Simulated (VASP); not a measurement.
Data:

```xyz
8
Lattice="2.4123 0.0000 0.0000 0.0000 3.9393 0.0000 0.0000 0.0000 23.6561" Properties=species:S:1:pos:R:3 pbc="T T T"
Fe     0.8041     2.9545     7.8479
Fe     1.6082     0.9848     8.9850
Fe     2.4123     2.9545    10.1222
Fe     0.8041     0.9848    11.2594
Fe     1.6082     2.9545    12.3966
Fe     0.0000     0.9848    13.5338
Fe     0.8041     2.9545    14.6710
Fe     1.6082     0.9848    15.8082
```
Starting moments (μB, in the order of the record's atoms Fe Fe Fe Fe Fe Fe Fe Fe): 2.5 2.5 2.5 2.5 2.5 2.5 2.5 2.5.

Method: PBEsol GGA, VASP's PBE PAW potentials (set 64) (plane waves; VASP). Run with PREC = Normal, EDIFF = 1E-5, 400 eV cut-off, 11×7×1 Γ-centred mesh, first-order Methfessel-Paxton smearing of 0.10 eV, potentials Fe.

The ions are relaxed. Predict the relaxed structure.

```xyz
8
Lattice="2.4123 0.0000 0.0000 0.0000 3.9393 0.0000 0.0000 0.0000 23.6561" Properties=species:S:1:pos:R:3 pbc="T T T"
Fe     0.7037     2.9545     7.9230
Fe     1.6206     0.9848     8.9677
Fe     0.0026     2.9545    10.1404
Fe     0.8095     0.9848    11.2537
Fe     1.6028     2.9545    12.4024
Fe     2.4098     0.9848    13.5157
Fe     0.7918     2.9545    14.6883
Fe     1.7087     0.9848    15.7331
``` The cell ends with 18.27 μB, on the sites 2.65 2.22 2.07 1.99 1.99 2.07 2.22 2.65 μB.

How much energy does the relaxation gain?

The energy (σ→0) changes by -9.6 meV/atom, in 12 ionic steps.

The cell is a thin slab with vacuum, built from Fe (bcc): (211) face.
